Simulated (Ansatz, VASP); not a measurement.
This is a calculation of NaMg3O4 for VASP 6.6.1. The cell comes from a database or a generator and needn't be the stable form of this composition.

Contents of INCAR:

```
PREC = Accurate
ENCUT = 520
EDIFF = 1E-6
ISMEAR = 0
SIGMA = 0.05
LREAL = False
LASPH = True
NELM = 100
ALGO = Normal
ISIF = 2
LWAVE = False
LCHARG = False
GGA = PE
```

File KPOINTS:

```
regular mesh
0
Gamma
  6 6 6
```

The input POSCAR:

```
NaMg3O4
1.0
    4.3537536500      0.0000000000      0.0000000000
    0.0000000000      4.3537536500      0.0000000000
    0.0000000000      0.0000000000      4.3537536500
Mg Na O
3 1 4
Direct
    0.5000000000      0.5000000000      0.0000000000
    0.5000000000      0.0000000000      0.5000000000
    0.0000000000      0.5000000000      0.5000000000
    0.0000000000      0.0000000000      0.0000000000
    0.0000000000      0.5000000000      0.0000000000
    0.0000000000      0.0000000000      0.5000000000
    0.5000000000      0.5000000000      0.5000000000
    0.5000000000      0.0000000000      0.0000000000
```

Potentials or basis: VASP PAW PBE potentials, release 64 (Mg, Na_pv, O).

Run with:

```sh
$ cat potpaw_PBE.64/Mg/POTCAR potpaw_PBE.64/Na_pv/POTCAR potpaw_PBE.64/O/POTCAR > POTCAR
$ mpirun -np 1 vasp_std > vasp.out
```

Task: Translate it to Ansatz 0.2.0. Potentials or basis there: Ansatz PAW, cutoff 420 eV.

Result: As run (cutoffs and basis follow the program's own potentials, and thresholds, step limits or extra output files can differ):

Contents of input.yaml:

```yaml
crystal:
  lattice:
    - [4.35375365, 0.0, 0.0]
    - [0.0, 4.35375365, 0.0]
    - [0.0, 0.0, 4.35375365]
  atoms:
    - { symbol: Mg, position: [0.5, 0.5, 0.0] }
    - { symbol: Mg, position: [0.5, 0.0, 0.5] }
    - { symbol: Mg, position: [0.0, 0.5, 0.5] }
    - { symbol: Na, position: [0.0, 0.0, 0.0] }
    - { symbol: O, position: [0.0, 0.5, 0.0] }
    - { symbol: O, position: [0.0, 0.0, 0.5] }
    - { symbol: O, position: [0.5, 0.5, 0.5] }
    - { symbol: O, position: [0.5, 0.0, 0.0] }
hamiltonian:
  xc: pbe
  pseudopotentials: { kind: paw }
kpoints:
  mp_grid: { grid: [6, 6, 6] }
scf:
  occupations: { method: gaussian, width: 0.05 }
output:
  forces: true
  stress: true
  eigenvalues: true
```

Potentials or basis: Ansatz PAW.

Launch:

```sh
$ ansatz run input.yaml --threads 4 --pin off --max-ram 11264MiB --backend cpu --events-out ev --progress --plain --runs-dir out
```

Both were run:

|  | VASP | Ansatz |
| --- | --- | --- |
| Pressure | -1.4 GPa | -0.9 GPa |

Ansatz's pressure holds a Pulay term of +0.58 GPa for its cutoff of 420 eV, which the other run lacks.

The potentials hold 37 and 63 valence electrons a cell.

Where Ansatz's input types no cutoff or centring, it takes its own default and a Γ-centred mesh.

Pressure is positive in compression.
